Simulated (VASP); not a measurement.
Calculation: r2SCAN meta-GGA, VASP's PBE PAW potentials (set 64) (plane waves; VASP 6.6.1).

A VASP calculation is set up with these files.

File POSCAR:
```
Tl
1
    3.5426836772    -0.0000000000     0.0000000000
   -1.7713418386     3.0680541724    -0.0000000000
   -0.0000000000    -0.0000000000     5.5571292207
Tl
2
Direct
  0.6666670000   0.3333330000   0.7500000000
  0.3333330000   0.6666670000   0.2500000000
```

**KPOINTS**
```
Automatic mesh
0
Gamma
11 11 6
0 0 0
```

**INCAR**
```
! general
SYSTEM  = Tl
PREC    = Accurate
ENCUT   = 480   ! plane-wave cut-off (eV)
LREAL   = .FALSE.   ! projection in real space or not
LASPH   = .TRUE.

! electronic loop
EDIFF   = 1E-6
NELM    = 100   ! most electronic steps
ALGO    = Normal
LMAXMIX = 4   ! l cut-off of mixed one-centre charges
LMIXTAU = .TRUE.

! smearing
ISMEAR  = 1   ! Methfessel-Paxton
SIGMA   = 0.1   ! width (eV)

! functional
METAGGA = R2SCAN

! ions
IBRION  = 2
NSW     = 60   ! most ionic steps
ISIF    = 3
EDIFFG  = -0.01   ! ionic stop

! output
LWAVE   = .FALSE.
LCHARG  = .FALSE.
```

POTCAR, in this order: Tl_d (PBE.64 set). Program: vasp_std.

Unless said otherwise, spin-orbit coupling is left out, though it shifts the bands of the heavy elements here.

Estimate the energy per atom (σ→0), band gap (on the k-mesh).

- energy per atom (σ→0) = -5131.0 kJ/mol-atom
- band gap (on the k-mesh) = none (metal, semimetal or under 0.01 eV)

### OSZICAR
```
...
DAV:  22    -0.106359197071E+03   -0.36627E-04   -0.47511E-05  2240   0.629E-02    0.107E-01
DAV:  23    -0.106359357475E+03   -0.16040E-03   -0.21964E-04  2245   0.147E-01    0.543E-02
DAV:  24    -0.106359581507E+03   -0.22403E-03   -0.23461E-04  2226   0.139E-01    0.176E-02
DAV:  25    -0.106359590220E+03   -0.87130E-05   -0.17940E-05  2400   0.412E-02    0.111E-02
DAV:  26    -0.106359592738E+03   -0.25186E-05   -0.37279E-06  1726   0.173E-02    0.851E-03
DAV:  27    -0.106359593885E+03   -0.11464E-05   -0.98260E-07  1402   0.760E-03    0.164E-03
DAV:  28    -0.106359593744E+03    0.14127E-06   -0.93462E-07  1640   0.732E-03
   1 F= -.10635959E+03 E0= -.10635898E+03  d E =-.106360E+03
```

The compound is Tl in the hcp structure. It was relaxed first, which changed the volume by +6 %. The start is the result of an earlier pass.
